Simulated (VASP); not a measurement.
# A VASP study of AlCo (LDA): structure first, properties next, part 4 of 5

What structure does AlCo take at this level, and what are its properties? Left out of this account: 1 further run (relaxation: it shows nothing beyond the runs told). The start is a computed cell from the Materials Project.

VASP 6.6.1, plane waves and PAW; the level of theory is named at each step.

Still holding for the runs below: This run allows spin, but its moments start at zero, where symmetry between the spins tends to hold them, although Co can carry a moment. The k-mesh is coarse for a metal.

So far. Step 7 (Full relaxation (LDA)): It ends with forces that vanish by symmetry and a pressure of -0.02 GPa. Step 8 (Second relaxation): It ends with forces that vanish by symmetry and a pressure of 0.06 GPa. The volume moved by under 0.01 %: the run met its threshold at the first step. The relaxed cell has a = 2.794 Å (conventional setting).

## 9. Density, ELF and potential (LDA)

Level of this step: LDA, zero-moment start; plane waves and PAW (Al, Co) (VASP).

The relaxed cell gets a fresh self-consistent run, on a basis set for its own volume, to fix the density and to check the remaining stress.

INCAR

```
SYSTEM = AlCo
PREC = Accurate
ENCUT = 400
EDIFF = 1E-06
NELM = 100
ISMEAR = 1
SIGMA = 0.2
LREAL = .FALSE.
ALGO = Normal
GGA = CA
NBANDS = 13
ISPIN = 2
MAGMOM = -0 0
LASPH = .TRUE.
LMAXMIX = 4
LORBIT = 11
LWAVE = .FALSE.
LCHARG = .TRUE.
ISIF = 2
LELF = .TRUE.
LVHAR = .TRUE.
```

POSCAR

```
AlCo
1.0
    2.7936284366      0.0000000000      0.0000000000
    0.0000000000      2.7936284366      0.0000000000
    0.0000000000      0.0000000000      2.7936284366
Al Co
1 1
Direct
    0.0000000000      0.0000000000      0.0000000000
    0.5000000000      0.5000000000      0.5000000000
```

KPOINTS

```
Automatic mesh
0
Gamma
9 9 9
0 0 0
```

Potentials, in the order of the species: Al and Co (LDA family, release 64).

On the command line:

```sh
$ mpirun -np 4 vasp_std
```

Log:

```text
[banner, memory and clock lines left out]
running    4 mpi-ranks, on    1 nodes
 distrk:  each k-point on    4 cores,    1 groups
 distr:  one band on    1 cores,    4 groups

 POSCAR found type information on POSCAR AlCo
 POSCAR found :  2 types and       2 ions
 LDA part: xc-table for (Slater(with rela. corr.)+CA(PZ))
 , standard interpolation
|                                                                             |
|           W    W    AA    RRRRR   N    N  II  N    N   GGGG   !!!           |
|           W    W   A  A   R    R  NN   N  II  NN   N  G    G  !!!           |
|           W    W  A    A  R    R  N N  N  II  N N  N  G       !!!           |
|           W WW W  AAAAAA  RRRRR   N  N N  II  N  N N  G  GGG   !            |
|           WW  WW  A    A  R   R   N   NN  II  N   NN  G    G                |
|           W    W  A    A  R    R  N    N  II  N    N   GGGG   !!!           |
|                                                                             |
|     The number of bands has been changed from the values supplied in        |
|     The orbitals not found in the WAVECAR file will be initialized with     |
|     random numbers, which is usually adequate. For correlated               |
|     calculations, however, you should redo the groundstate calculation.     |
|     I found NBANDS = 13. Now, NBANDS = 16.                                  |
|                                                                             |

 POSCAR, INCAR and KPOINTS ok, starting setup
 FFT: planning ... GRIDC
 FFT: planning ... GRID_SOFT
 FFT: planning ... GRID
 WAVECAR not read
 entering main loop
       N       E                     dE             d eps       ncg     rms          rms(c)
DAV:   1     0.282496907042E+02    0.28250E+02   -0.43039E+03  2320   0.660E+02
DAV:   2    -0.140715032069E+02   -0.42321E+02   -0.37820E+02  2664   0.139E+02
DAV:   3    -0.153625425345E+02   -0.12910E+01   -0.12863E+01  2768   0.263E+01
DAV:   4    -0.153791745295E+02   -0.16632E-01   -0.16630E-01  2904   0.277E+00
DAV:   5    -0.153796483920E+02   -0.47386E-03   -0.47386E-03  2840   0.485E-01    0.128E+01
DAV:   6    -0.176239111289E+02   -0.22443E+01   -0.49742E+01  2680   0.785E+01    0.165E+01
DAV:   7    -0.137577583935E+02    0.38662E+01   -0.24446E+01  2728   0.500E+01    0.195E+00
DAV:   8    -0.137307128406E+02    0.27046E-01   -0.10551E-01  2600   0.185E+00    0.117E+00
DAV:   9    -0.137138719046E+02    0.16841E-01   -0.32182E-02  3008   0.166E+00    0.284E-01
DAV:  10    -0.137137299468E+02    0.14196E-03   -0.45822E-04  2840   0.212E-01    0.162E-01
DAV:  11    -0.137137149232E+02    0.15024E-04   -0.36141E-05  3224   0.643E-02    0.165E-02
DAV:  12    -0.137137134543E+02    0.14689E-05   -0.27525E-06  2336   0.160E-02    0.610E-03
DAV:  13    -0.137137134596E+02   -0.53019E-08   -0.16165E-07  1640   0.330E-03
   1 F= -.13713713E+02 E0= -.13715621E+02  d E =0.572390E-02  mag=    -0.0000
```

The job ended after 2.8 s (4 MPI ranks of AMD EPYC 9R45, shared host; peak memory 0.31 GiB).

OUTCAR, selected parts (step 9):

```text
   k-points           NKPTS =     35   k-points in BZ     NKDIM =     35   number of bands    NBANDS=     16

   NELECT =      12.0000    total number of electrons

 E-fermi :  11.1465

 spin component 1
 k-point     1 :       0.0000    0.0000    0.0000
  band No.  band energies     occupation
    ...
      2       7.8593      1.00000
      3       7.8593      1.00000
      4      10.2467      1.00000
      5      10.2467      1.00000
      6      10.2467      1.00000
      7      17.3722      0.00000
      8      17.3722      0.00000
      9      17.3722      0.00000
     10      20.1963      0.00000
     11      20.1963      0.00000
    ...

 k-point     2 :       0.1111    0.0000    0.0000
  band No.  band energies     occupation
    ...
      2       7.8373      1.00000
      3       7.9278      1.00000
      4      10.1139      1.00000
      5      10.1139      1.00000
      6      10.2611      1.00000
      7      15.5593      0.00000
      8      17.7086      0.00000
      9      17.7086      0.00000
     10      20.1490      0.00000
     11      21.8427      0.00000
    ...

  Total        0.0031772      0.0031772      0.0031772      0.0000000      0.0000000     -0.0000000
  in kB        0.2334798      0.2334798      0.2334798      0.0000000      0.0000000     -0.0000000
  external PRESSURE =       0.2334798 kB  Pullay stress =       0.0000000 kB

  FREE ENERGIE OF THE ION-ELECTRON SYSTEM (eV)
  ---------------------------------------------------
  free  energy   TOTEN  =       -13.7137134596 eV

  energy  without entropy=      -13.7194373561  energy(sigma->0) =      -13.71562143

 magnetization (x)
# of ion       s       p       d       tot
------------------------------------------
    1        0.000   0.000   0.000   0.000
    2       -0.000  -0.000  -0.000  -0.000
--------------------------------------------------
tot          0.000  -0.000  -0.000  -0.000

[... 9 parts as in an earlier step ...]

[... 8 further parts left out ...]
```

With spin, VASP writes an ELF for each channel.

Numbers from this step:

```yaml
scf_cycles: 13
bands: 16
pressure: 0.02335 GPa
```

Valence electrons inside each PAW sphere by angular momentum. Sphere charges, by row:

| atom | s (e) | p (e) | d (e) | tot (e) |
| --- | --- | --- | --- | --- |
| Al1 | 0.407 | 0.461 | 0 | 0.869 |
| Co2 | 0.46 | 0.554 | 7.577 | 8.59 |

ELF of up spins in the ac plane at fractional y = 0.000, with atoms of Al within 0.2 Å of it. It is the smooth field of the valence electrons, not physical close to the nuclei.

Ten even steps from '_' (0.00) to '@' (0.52):
```
____..--##@@@@@@@@@@##--..__
__..--**%%@@@@@@@@@@%%**--..
----**%%@@@@@@@@@@@@@@%%**--
**##%%@@@@@@@@%%@@@@@@@@%%##
@@@@@@@@@@@@%%%%%%@@@@@@@@@@
@@@@@@@@@@%%%%%%%%%%@@@@@@@@
@@@@@@@@%%%%%%%%%%%%%%@@@@@@
@@@@@@@@@@%%%%%%%%%%@@@@@@@@
@@@@@@@@@@@@%%%%%%@@@@@@@@@@
**##%%@@@@@@@@%%@@@@@@@@%%##
----**%%@@@@@@@@@@@@@@%%**--
__..--**%%@@@@@@@@@@%%**--..
____..--##@@@@@@@@@@##--..__
______--**@@@@@@@@@@**--____
```
Columns run along a (2.8 Å), rows up along c (2.8 Å). Atoms in or near the plane, at fractional coordinates: Al at (0.00, 0.00).

Valence density in the ac plane at fractional y = 0.000, with atoms of Al within 0.2 Å of it. It is the smooth field of the valence electrons, not physical close to the nuclei.

Values in e/Å³, 14 rows by 14 columns:
```
 0.02  0.04  0.11  0.18  0.23  0.25  0.25  0.24  0.25  0.25  0.23  0.18  0.11  0.04
 0.08  0.11  0.16  0.21  0.24  0.26  0.25  0.25  0.25  0.26  0.24  0.21  0.16  0.11
 0.16  0.18  0.21  0.24  0.26  0.27  0.26  0.26  0.26  0.27  0.26  0.24  0.21  0.18
 0.22  0.23  0.24  0.26  0.27  0.27  0.27  0.27  0.27  0.27  0.27  0.26  0.24  0.23
 0.24  0.25  0.26  0.27  0.27  0.28  0.28  0.27  0.28  0.28  0.27  0.27  0.26  0.25
 0.25  0.25  0.25  0.26  0.27  0.28  0.28  0.28  0.28  0.28  0.27  0.26  0.25  0.25
 0.24  0.24  0.25  0.26  0.27  0.27  0.28  0.28  0.28  0.27  0.27  0.26  0.25  0.24
 0.25  0.25  0.25  0.26  0.27  0.28  0.28  0.28  0.28  0.28  0.27  0.26  0.25  0.25
 0.24  0.25  0.26  0.27  0.27  0.28  0.28  0.27  0.28  0.28  0.27  0.27  0.26  0.25
 0.22  0.23  0.24  0.26  0.27  0.27  0.27  0.27  0.27  0.27  0.27  0.26  0.24  0.23
 0.16  0.18  0.21  0.24  0.26  0.27  0.26  0.26  0.26  0.27  0.26  0.24  0.21  0.18
 0.08  0.11  0.16  0.21  0.24  0.26  0.25  0.25  0.25  0.26  0.24  0.21  0.16  0.11
 0.02  0.04  0.11  0.18  0.23  0.25  0.25  0.24  0.25  0.25  0.23  0.18  0.11  0.04
-0.01  0.02  0.08  0.16  0.22  0.24  0.25  0.24  0.25  0.24  0.22  0.16  0.08  0.02
```
Columns run along a (2.8 Å), rows up along c (2.8 Å). Atoms in or near the plane, at fractional coordinates: Al at (0.00, 0.00).

Electrostatic potential energy in the ac plane at fractional y = 0.000, with atoms of Al within 0.2 Å of it. With pseudopotentials it is smooth inside the atoms' cores, unlike the true potential.

Values in eV, 14 rows by 14 columns:
```
-85 -85 -66 -38 -14  -5  -2  -1  -2  -5 -14 -38 -66 -85
-72 -66 -49 -26  -9  -4  -1   0  -1  -4  -9 -26 -49 -66
-43 -38 -26 -12  -6  -3   0   0   0  -3  -6 -12 -26 -38
-17 -14  -9  -6  -3  -1   0   1   0  -1  -3  -6  -9 -14
 -6  -5  -4  -3  -1   0   1   1   1   0  -1  -3  -4  -5
 -3  -2  -1   0   0   1   1   1   1   1   0   0  -1  -2
 -1  -1   0   0   1   1   1   1   1   1   1   0   0  -1
 -3  -2  -1   0   0   1   1   1   1   1   0   0  -1  -2
 -6  -5  -4  -3  -1   0   1   1   1   0  -1  -3  -4  -5
-17 -14  -9  -6  -3  -1   0   1   0  -1  -3  -6  -9 -14
-43 -38 -26 -12  -6  -3   0   0   0  -3  -6 -12 -26 -38
-72 -66 -49 -26  -9  -4  -1   0  -1  -4  -9 -26 -49 -66
-85 -85 -66 -38 -14  -5  -2  -1  -2  -5 -14 -38 -66 -85
-85 -85 -72 -43 -17  -6  -3  -1  -3  -6 -17 -43 -72 -85
```
Columns run along a (2.8 Å; values clipped at the 3rd and 97th percentile), rows up along c (2.8 Å). Atoms in or near the plane, at fractional coordinates: Al at (0.00, 0.00).

In this run the pressure is 0.02 GPa, small enough to go on.

## 10. Band structure (LDA)

The mesh alone shows little of the dispersion and can miss band extrema, so KPOINTS_OPT adds a path through the symmetry points after the self-consistent cycle.

Changes to INCAR since step 9:

```diff
@@ -10,3 +10,3 @@
 GGA = CA
-NBANDS = 13
+NBANDS = 19
 ISPIN = 2
@@ -17,5 +17,3 @@
 LWAVE = .FALSE.
-LCHARG = .TRUE.
-ISIF = 2
-LELF = .TRUE.
-LVHAR = .TRUE.
+LCHARG = .FALSE.
+KPAR = 4
```

POSCAR is that of step 9.

KPOINTS is that of step 9.

KPOINTS_OPT

```
Line mode
16
Line-mode
Reciprocal
  0.00000000   0.00000000   0.00000000 GAMMA
  0.00000000   0.50000000   0.00000000 X

  0.00000000   0.50000000   0.00000000 X
  0.50000000   0.50000000   0.00000000 M

  0.50000000   0.50000000   0.00000000 M
  0.00000000   0.00000000   0.00000000 GAMMA

  0.00000000   0.00000000   0.00000000 GAMMA
  0.50000000   0.50000000   0.50000000 R

  0.50000000   0.50000000   0.50000000 R
  0.00000000   0.50000000   0.00000000 X

  0.50000000   0.50000000   0.00000000 M
  0.50000000   0.50000000   0.50000000 R
```

On the command line:

```sh
$ mpirun -np 4 vasp_std
```

Log:

```text
[... set-up lines as in an earlier step ...]
 entering main loop
       N       E                     dE             d eps       ncg     rms          rms(c)
DAV:   1     0.328814071557E+02    0.32881E+02   -0.40105E+03  2820   0.545E+02
DAV:   2    -0.132715938935E+02   -0.46153E+02   -0.40602E+02  2860   0.127E+02
DAV:   3    -0.153546936349E+02   -0.20831E+01   -0.20573E+01  3128   0.290E+01
DAV:   4    -0.153790917373E+02   -0.24398E-01   -0.24384E-01  3136   0.279E+00
DAV:   5    -0.153796466751E+02   -0.55494E-03   -0.55489E-03  3193   0.451E-01    0.128E+01
DAV:   6    -0.176316352826E+02   -0.22520E+01   -0.47235E+01  3180   0.661E+01    0.165E+01
DAV:   7    -0.137603413963E+02    0.38713E+01   -0.23554E+01  3146   0.420E+01    0.195E+00
DAV:   8    -0.137307388110E+02    0.29603E-01   -0.75293E-02  3221   0.137E+00    0.117E+00
DAV:   9    -0.137137936259E+02    0.16945E-01   -0.30704E-02  3522   0.139E+00    0.278E-01
DAV:  10    -0.137137296079E+02    0.64018E-04   -0.53582E-04  3354   0.202E-01    0.169E-01
DAV:  11    -0.137137136797E+02    0.15928E-04   -0.35662E-05  3617   0.564E-02    0.152E-02
DAV:  12    -0.137137134504E+02    0.22927E-06   -0.15919E-06  2642   0.954E-03
   1 F= -.13713713E+02 E0= -.13715621E+02  d E =0.572396E-02  mag=     0.0000
 Start KPOINTS_OPT (optional k-point list driver)
k-point batch [1-35\96]
       N       E                     dE             ncg
DAV:   1     0.503619353146E+04   -0.62347E+04     2890
DAV:   2     0.336501331062E+04   -0.16712E+04     2799
DAV:   3     0.328757251114E+04   -0.77441E+02     3148
DAV:   4     0.328661444598E+04   -0.95807E+00     3120
DAV:   5     0.328659170716E+04   -0.22739E-01     3192
DAV:   6     0.328659079597E+04   -0.91118E-03     3594
DAV:   7     0.328659077748E+04   -0.18495E-04     3073
DAV:   8     0.328659077688E+04   -0.59608E-06     2381
[...]
k-point batch [71-96\96]
       N       E                     dE             ncg
DAV:   1     0.911432740787E+04   -0.94438E+04     2096
DAV:   2     0.792599288316E+04   -0.11883E+04     2177
DAV:   3     0.787270691309E+04   -0.53286E+02     2428
DAV:   4     0.787206856533E+04   -0.63835E+00     2354
DAV:   5     0.787205352113E+04   -0.15044E-01     2461
DAV:   6     0.787205289246E+04   -0.62867E-03     2762
DAV:   7     0.787205288004E+04   -0.12427E-04     2335
DAV:   8     0.787205287957E+04   -0.46689E-06     1948
```

The job ended after 4.6 s (4 MPI ranks; peak memory 0.44 GiB).

Parts of OUTCAR (step 10):

```text
   k-points           NKPTS =     35   k-points in BZ     NKDIM =     35   number of bands    NBANDS=     19

   NELECT =      12.0000    total number of electrons

 E-fermi :  11.1466

 k-point     2 :       0.1111    0.0000    0.0000
  band No.  band energies     occupation
    ...
      2       7.8374      1.00000
      3       7.9279      1.00000
      4      10.1139      1.00000
      5      10.1139      1.00000
      6      10.2611      1.00000
      7      15.5593      0.00000
      8      17.7086      0.00000
      9      17.7086      0.00000
     10      20.1490      0.00000
     11      21.8427      0.00000
    ...

  Total        0.0055521      0.0055521      0.0055521      0.0000000     -0.0000000      0.0000000
  in kB        0.4080034      0.4080034      0.4080034      0.0000000     -0.0000000      0.0000000
  external PRESSURE =       0.4080034 kB  Pullay stress =       0.0000000 kB

  FREE ENERGIE OF THE ION-ELECTRON SYSTEM (eV)
  ---------------------------------------------------
  free  energy   TOTEN  =       -13.7137134504 eV

  energy  without entropy=      -13.7194374095  energy(sigma->0) =      -13.71562144

 magnetization (x)
# of ion       s       p       d       tot
------------------------------------------
    1       -0.000  -0.000   0.000  -0.000
    2       -0.000   0.000  -0.000  -0.000
--------------------------------------------------
tot         -0.000   0.000  -0.000  -0.000

[... 12 parts as in an earlier step ...]

[... 8 further parts left out ...]
```

This step gave:

| Quantity | Value |
| --- | --- |
| SCF cycles | 12 |
| bands | 19 |
| pressure | 0.04080 GPa |

Both spin channels agree. Electronic bands along the path, in eV, zero at the Fermi level; # counts the bands kept:

| point | #3 | #4 | #5 | #6 | #7 | #8 | #9 | #10 |
| --- | --- | --- | --- | --- | --- | --- | --- | --- |
| Γ | -3.29 | -0.90 | -0.90 | -0.90 | 6.23 | 6.23 | 6.23 | 9.05 |
| 0.53 of the way | -2.95 | -1.47 | -1.47 | -0.83 | 1.39 | 7.98 | 7.98 | 8.80 |
| X | -2.65 | -1.85 | -1.85 | -0.78 | 0.16 | 8.53 | 10.90 | 10.90 |
| 0.47 of the way | -2.43 | -2.20 | -1.76 | -1.19 | 0.10 | 6.07 | 6.22 | 12.55 |
| M | -2.76 | -2.76 | -1.64 | -1.64 | -0.31 | 2.57 | 3.84 | 13.29 |
| 0.47 of the way | -3.11 | -2.00 | -1.42 | -1.31 | 1.53 | 3.58 | 9.25 | 9.63 |
| Γ | -3.29 | -0.90 | -0.90 | -0.90 | 6.23 | 6.23 | 6.23 | 9.05 |
| 0.47 of the way | -3.05 | -1.85 | -1.73 | -1.73 | 3.25 | 3.25 | 5.35 | 11.82 |
| R | -4.22 | -0.27 | -0.27 | 2.41 | 2.41 | 2.41 | 4.57 | 5.71 |
| 0.47 of the way | -3.26 | -1.85 | -1.71 | -0.52 | 0.27 | 5.91 | 6.23 | 6.82 |
| X | -2.65 | -1.85 | -1.85 | -0.78 | 0.16 | 8.53 | 10.90 | 10.90 |
| jump to M | -2.76 | -2.76 | -1.64 | -1.64 | -0.31 | 2.57 | 3.84 | 13.29 |
| 0.47 of the way | -3.67 | -2.26 | -0.29 | 0.01 | 0.01 | 2.58 | 3.98 | 9.06 |
| R | -4.22 | -0.27 | -0.27 | 2.41 | 2.41 | 2.41 | 4.57 | 5.71 |

Of the projections kept (Al, Co), the largest for each band there; the rest of the weight can lie on other orbitals:

| point | #3 | #4 | #5 | #6 | #7 | #8 | #9 | #10 |
| --- | --- | --- | --- | --- | --- | --- | --- | --- |
| Γ | Co 1.00 | Co 1.00 | Co 1.00 | Co 1.00 | Al 0.52 | Al 0.52 | Al 0.52 | Co 1.00 |
| X | Co 1.00 | Co 0.97 | Co 0.97 | Co 1.00 | Co 0.98 | - | Co 1.00 | Co 1.00 |
| M | Co 0.58 | Co 0.58 | Co 1.00 | Co 1.00 | Co 1.00 | Co 1.00 | Co 0.73 | Al 1.00 |
| Γ | Co 1.00 | Co 1.00 | Co 1.00 | Co 1.00 | Al 0.52 | Al 0.52 | Al 0.52 | Co 1.00 |
| R | Co 0.86 | Co 1.00 | Co 1.00 | Co 1.00 | Co 1.00 | Co 1.00 | Al 1.00 | Co 0.70 |
| X | Co 1.00 | Co 0.97 | Co 0.97 | Co 1.00 | Co 0.98 | - | Co 1.00 | Co 1.00 |

The electronic bands as a text plot (rows in eV, shown from -8.0 to 5.7 only):

```
    5.4 |           *           *    ******       **
    4.9 | *          *         **   *      ***  **
    4.3 |            **  *    *      *        **  *          ****
    3.7 |              **   ** *      **                  ***
    3.1 |  *          *  ***  *         **       *
    2.6 |              **                 *******         *******
    2.0 |   *                *                ***              *
    1.4 |                   *                   **
    0.9 |    *             *                 *   *            *
    0.3 |     *******     *                       ********   *
   -0.3 |            *****                  *****  *      *******
   -0.9 |***********          *******      **    *  ****** *   *
   -1.4 |  ***      ************    ****  *       ******  *   *
   -2.0 |     *******     ****         ***          ** ***   *
   -2.6 |     ************                           *****  *
   -3.1 |*****            ****************          *     **
   -3.7 |   *          *** **             ***     **        ***
   -4.3 |    *        *   *                  *******           **
   -4.9 |     *      *                      *     * *       ***
   -5.4 |           * ***                  *       * *    **
   -6.0 |      *   ***   *                *         ***
   -6.6 |        ***      *                           ***
   -7.1 |       **                                       *
   -7.7 |      *           *             *
         Γ      X      M          Γ            R        X|M     R
```

There is no gap at this level.

Of the bands kept, 2 cross the Fermi level on this path.

(Continued in part 5 of 5.)

[Lines on the potential files, build, host, timing and source positions are cut from VASP's logs without a mark.]

[Logs are printed without paths, hosts, clocks, repeated set-up lines and the standing remarks that a program may print on its own settings, such as how far it seeks lower states.]

[Hosts, paths, dates, database ids (printed as entryN), source tags and the programs' standing remarks are cut or masked in the printed files.]

[A measured line is paired with the nearest computed mode of its activity, which favours agreement.]
